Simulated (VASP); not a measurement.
Data:

```
CELL_PARAMETERS angstrom
      3.68018     0.00000     0.00000
     -1.84009     3.18713     0.00000
      0.00000     0.00000     5.82621
ATOMIC_POSITIONS crystal
  Zr 0.00000 0.00000 0.00000
  S  0.33333 0.66667 0.25000
  S  0.66667 0.33333 0.75000
```

All values below come from optB88-vdW, VASP's PBE PAW potentials (set 64) (plane waves; VASP). Numerical set-up: PREC = Normal, EDIFF = 1E-5, 400 eV cut-off, 9×9×5 Γ-centred mesh, Gaussian smearing of 0.050 eV, potentials Zr_sv S.

**Question.** Estimate the energy per atom (σ→0).

**Answer.** 
```yaml
energy per atom (σ→0): -5.277 eV/atom
```

Only differences to runs with the same potentials and settings are physical.

The compound is ZrS2 in the 1T layered structure. It was relaxed first.
